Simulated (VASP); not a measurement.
# AlNi under strain, part 5 of 5

How does the pressure of AlNi answer to a change of volume? The bands are shown for each cell. All runs use PBEsol. Left out of this account: at least 1 further run (self-consistent run: a reference on another mesh). The start is a cell from a database of measured crystal structures.

VASP 6.6.1; PBEsol, spin-polarised from a ferromagnetic start (one magnetic atom a cell); plane waves and PAW (Al, Ni).

So far, pressure (GPa): step 2 (bands, cell as listed) -3.55; step 4 (cell volume +8.0 %) -13.8; step 5 (bands, sheared, principal strains -1.4, -0.4, +1.8 %) -3.41; step 6 (cell volume -4.0 %) 3.52; step 7 (cell volume -8.0 %) 12.3.

The database entry behind the starting cell differs from later determinations by our own check (about 0.2 % short), so it need not match the best structure at ambient conditions.

## Step 8: Bands, atoms displaced by up to 0.11 Å

In the first cell the atoms are moved off their sites at random; since the same shifts repeat in every cell, this is a frozen displacement of whole sublattices.

The input, INCAR:

```
SYSTEM = AlNi
PREC = Accurate
ENCUT = 400
EDIFF = 1E-06
NELM = 100
ISMEAR = -1
SIGMA = 0.05
LREAL = .FALSE.
ALGO = Normal
GGA = PS
NBANDS = 20
ISPIN = 2
MAGMOM = 0 1
LASPH = .TRUE.
LMAXMIX = 4
LORBIT = 11
LWAVE = .FALSE.
LCHARG = .FALSE.
KPAR = 2
```

The input, POSCAR:

```
AlNi
1.0
    2.8810000000      0.0000000000      0.0000000000
    0.0000000000      2.8810000000      0.0000000000
    0.0000000000      0.0000000000      2.8810000000
Al Ni
1 1
Direct
   -0.0063480000     -0.0311170000      0.0233440000
    0.5070480000      0.5150480000      0.4848380000
```

The input, KPOINTS:

```
Automatic mesh
0
Gamma
13 13 13
0 0 0
```

The input, KPOINTS_OPT:

```
Line mode
16
Line-mode
Reciprocal
  0.00000000   0.00000000   0.00000000 GAMMA
  0.00000000   0.50000000   0.00000000 X

  0.00000000   0.50000000   0.00000000 X
  0.50000000   0.50000000   0.00000000 M

  0.50000000   0.50000000   0.00000000 M
  0.00000000   0.00000000   0.00000000 GAMMA

  0.00000000   0.00000000   0.00000000 GAMMA
  0.50000000   0.50000000   0.50000000 R

  0.50000000   0.50000000   0.50000000 R
  0.00000000   0.50000000   0.00000000 X

  0.50000000   0.50000000   0.00000000 M
  0.50000000   0.50000000   0.50000000 R
```

The projector-augmented-wave data sets are Al and Ni (PBE family, release 64).

Launch:

```
$ mpirun -np 2 vasp_std
```

The log of the run:

```text
[... set-up lines as in an earlier step ...]
 entering main loop
       N       E                     dE             d eps       ncg     rms          rms(c)
DAV:   1     0.415944187884E+02    0.41594E+02   -0.41997E+03 91836   0.577E+02
DAV:   2    -0.104605510023E+02   -0.52055E+02   -0.45350E+02 94308   0.136E+02
DAV:   3    -0.130225363066E+02   -0.25620E+01   -0.25074E+01103260   0.314E+01
DAV:   4    -0.130517792915E+02   -0.29243E-01   -0.29222E-01101792   0.304E+00
DAV:   5    -0.130523803398E+02   -0.60105E-03   -0.60101E-03103804   0.466E-01    0.131E+01
DAV:   6    -0.153645143296E+02   -0.23121E+01   -0.44422E+01103640   0.717E+01    0.172E+01
DAV:   7    -0.115316671975E+02    0.38328E+01   -0.13036E+01100892   0.416E+01    0.173E+00
DAV:   8    -0.115108284757E+02    0.20839E-01   -0.29864E-01120904   0.484E+00    0.107E+00
DAV:   9    -0.114958436217E+02    0.14985E-01   -0.34544E-02111880   0.162E+00    0.551E-01
DAV:  10    -0.114959852615E+02   -0.14164E-03   -0.10978E-03127804   0.263E-01    0.174E-01
DAV:  11    -0.114958435589E+02    0.14170E-03   -0.74015E-04120164   0.202E-01    0.824E-02
DAV:  12    -0.114958825144E+02   -0.38956E-04   -0.10478E-04119960   0.802E-02    0.421E-02
DAV:  13    -0.114958775945E+02    0.49199E-05   -0.11397E-05122308   0.343E-02    0.137E-02
DAV:  14    -0.114958772381E+02    0.35641E-06   -0.10967E-06 63984   0.101E-02
   1 F= -.11495877E+02 E0= -.11493512E+02  d E =-.473089E-02  mag=    -0.0002
 Start KPOINTS_OPT (optional k-point list driver)
k-point batch [1-96\96]
       N       E                     dE             ncg
DAV:   1     0.301393570806E+05   -0.22142E+05     8020
DAV:   2     0.252534918413E+05   -0.48859E+04     8168
DAV:   3     0.250052035550E+05   -0.24829E+03     9516
DAV:   4     0.250023104014E+05   -0.28932E+01     9356
DAV:   5     0.250022496432E+05   -0.60758E-01     9428
DAV:   6     0.250022474903E+05   -0.21529E-02    10292
DAV:   7     0.250022474241E+05   -0.66185E-04     9276
DAV:   8     0.250022474219E+05   -0.22083E-05     7488
DAV:   9     0.250022474215E+05   -0.37659E-06     6128
```

Elapsed: 6.2 min, on 2 MPI ranks of AMD EPYC 7R43, shared host; peak memory 1.8 GiB.

Parts of OUTCAR (step 8):

```text
   NELECT =      13.0000    total number of electrons

 E-fermi :   9.8711

 spin component 1
 k-point     1 :       0.0000    0.0000    0.0000
  band No.  band energies     occupation
    ...
      2       6.6173      1.00000
      3       6.6325      1.00000
      4       8.2972      1.00000
      5       8.3378      1.00000
      6       8.3435      1.00000
      7      15.3745      0.00000
      8      15.3965      0.00000
      9      15.4523      0.00000
     10      18.0829      0.00000
     11      18.0889      0.00000
    ...

 k-point     2 :       0.0769    0.0000    0.0000
  band No.  band energies     occupation
    ...
      2       6.6103      1.00000
      3       6.6574      1.00000
      4       8.2519      1.00000
      5       8.2956      1.00000
      6       8.3423      1.00000
      7      14.2893      0.00000
      8      15.5202      0.00000
      9      15.6295      0.00000
     10      18.0957      0.00000
     11      19.0274      0.00000
    ...

  Total       -0.1371670     -0.2582721     -0.2208502      0.1124402     -0.3116641     -0.0954771
  in kB       -9.1903148    -17.3044712    -14.7971711      7.5335944    -20.8817818     -6.3970570
  external PRESSURE =     -13.7639857 kB  Pullay stress =       0.0000000 kB

 POSITION                                       TOTAL-FORCE (eV/Angst)
 -----------------------------------------------------------------------------------
      2.86271      2.79135      0.06725         0.246731      0.806307     -0.684308
      1.46081      1.48385      1.39682        -0.246731     -0.806307      0.684308
 -----------------------------------------------------------------------------------
    total drift:                                0.000319     -0.000324      0.000317

  FREE ENERGIE OF THE ION-ELECTRON SYSTEM (eV)
  ---------------------------------------------------
  free  energy   TOTEN  =       -11.4958772381 eV

  energy  without entropy=      -11.4911463468  energy(sigma->0) =      -11.49351179

 magnetization (x)
# of ion       s       p       d       tot
------------------------------------------
    1        0.000   0.000   0.000   0.000
    2        0.000  -0.000   0.000   0.000
--------------------------------------------------
tot          0.000   0.000   0.000   0.000

[... 5 parts as in an earlier step ...]

[... 17 further parts left out ...]
```

Numbers from this step:

```yaml
irreducible_k_points: 1099
symmetry_operations: 1
free_energy_toten: -11.50 eV
energy_at_zero_smearing: -11.49 eV
fermi_energy: 9.871 eV
pressure: -1.376 GPa
```

Both spin channels agree. Electronic bands along the path, in eV, zero at the Fermi level; # counts the bands kept in this run:

| point | #3 | #4 | #5 | #6 | #7 | #8 | #9 | #10 |
| --- | --- | --- | --- | --- | --- | --- | --- | --- |
| Γ | -3.24 | -1.57 | -1.53 | -1.53 | 5.50 | 5.53 | 5.58 | 8.21 |
| 0.47 of the way | -3.05 | -1.89 | -1.87 | -1.51 | 1.13 | 6.76 | 6.79 | 8.28 |
| X | -2.78 | -2.25 | -2.23 | -1.47 | -0.63 | 8.39 | 9.95 | 9.99 |
| 0.47 of the way | -2.65 | -2.44 | -2.14 | -1.76 | -0.67 | 5.06 | 5.30 | 11.09 |
| M | -2.89 | -2.78 | -2.05 | -2.02 | -1.01 | 1.47 | 2.49 | 12.39 |
| 0.53 of the way | -3.17 | -2.25 | -1.88 | -1.77 | 1.33 | 2.77 | 7.97 | 9.30 |
| Γ | -3.24 | -1.57 | -1.53 | -1.53 | 5.50 | 5.53 | 5.58 | 8.21 |
| 0.53 of the way | -3.19 | -2.26 | -2.10 | -2.09 | 2.18 | 2.21 | 4.09 | 9.62 |
| R | -4.07 | -0.99 | -0.98 | 1.92 | 1.96 | 2.01 | 3.51 | 4.51 |
| 0.53 of the way | -3.11 | -2.31 | -2.07 | -1.37 | -0.57 | 5.31 | 5.85 | 6.44 |
| X | -2.78 | -2.25 | -2.23 | -1.47 | -0.63 | 8.39 | 9.95 | 9.99 |
| jump to M | -2.89 | -2.78 | -2.05 | -2.02 | -1.01 | 1.47 | 2.49 | 12.39 |
| 0.53 of the way | -3.75 | -2.23 | -1.00 | -0.18 | -0.15 | 1.65 | 2.76 | 7.58 |
| R | -4.07 | -0.99 | -0.98 | 1.92 | 1.96 | 2.01 | 3.51 | 4.51 |

Of the projections kept (Al, Ni), the largest for each band there, as a share of the weight inside these atoms' spheres; weight between the spheres isn't counted:

| point | #3 | #4 | #5 | #6 | #7 | #8 | #9 | #10 |
| --- | --- | --- | --- | --- | --- | --- | --- | --- |
| Γ | Ni 1.00 | Ni 1.00 | Ni 1.00 | Ni 1.00 | Ni 0.52 | Al 0.50 | Al 0.50 | Ni 0.97 |
| X | Ni 1.00 | Ni 0.98 | Ni 0.98 | Ni 1.00 | Ni 0.98 | Al 0.50 | Ni 0.89 | Ni 0.87 |
| M | Ni 0.62 | Ni 0.71 | Ni 0.99 | Ni 0.99 | Ni 1.00 | Ni 1.00 | Ni 0.72 | Al 0.98 |
| Γ | Ni 1.00 | Ni 1.00 | Ni 1.00 | Ni 1.00 | Ni 0.52 | Al 0.50 | Al 0.50 | Ni 0.97 |
| R | Ni 0.89 | Ni 1.00 | Ni 1.00 | Ni 0.96 | Ni 0.97 | Ni 1.00 | Al 0.89 | Ni 0.68 |
| X | Ni 1.00 | Ni 0.98 | Ni 0.98 | Ni 1.00 | Ni 0.98 | Al 0.50 | Ni 0.89 | Ni 0.87 |

Force by atom:

| atom | x (eV/Å) | y (eV/Å) | z (eV/Å) | size |
| --- | --- | --- | --- | --- |
| Al1 | 0.25 | 0.81 | -0.68 | 1.09 |
| Ni2 | -0.25 | -0.81 | 0.68 | 1.09 |

 The pressure is -1.38 GPa, and the symmetry operations fall from 48 to 1.

## Step 9: Side by side

| cell | mesh | pressure (GPa) | gap (eV) | largest moment (μB) |
| --- | --- | --- | --- | --- |
| cell as listed | 13×13×13 | -3.55 | none | 0.00 |
| volume times 1.04 | 13×13×13 | -9.24 | none | 0.00 |
| volume times 1.08 | 13×13×13 | -13.80 | none | 0.00 |
| sheared, principal strains -1.4, -0.4, +1.8 % | 13×13×13 | -3.41 | none | 0.00 |
| volume times 0.96 | 13×13×13 | 3.52 | none | 0.00 |
| volume times 0.92 | 13×13×13 | 12.32 | none | 0.00 |
| atoms displaced by up to 0.11 Å | 13×13×13 | -1.38 | none | 0.00 |

## Step 10: What came out

```yaml
pressure_cell_as_listed: -3.55 GPa
pressure_volume_times_1p04: -9.24 GPa
pressure_volume_times_1p08: -13.8 GPa
pressure_sheared_principal_strains_minus_1p4_minus_0p4_plus_1p8: -3.41 GPa
pressure_volume_times_0p96: 3.52 GPa
pressure_volume_times_0p92: 12.3 GPa
pressure_atoms_displaced_by_up_to_0p11_a: -1.38 GPa
bulk_modulus_at_the_listed_volume_shape_and_positions_held: 160 GPa
```

What this shows: The slope of pressure against ln V at the listed volume gives a bulk modulus of 160 GPa at fixed shape and positions. Only the typed magnetic starts were tried, so the magnetic ground state may differ and with it the other results.

[Lines on the potential files, build, host, timing and source positions are cut from VASP's logs without a mark.]

[Logs are printed without paths, hosts, clocks, repeated set-up lines and the standing remarks that a program may print on its own settings, such as how far it seeks lower states.]

[Hosts, paths, dates, database ids (printed as entryN), source tags and the programs' standing remarks are cut or masked in the printed files.]

[A measured line is paired with the nearest computed mode of its activity, which favours agreement.]

[In band tables of VASP the shares of atoms and orbitals are scaled to a sum of 1 inside the atoms' spheres.]
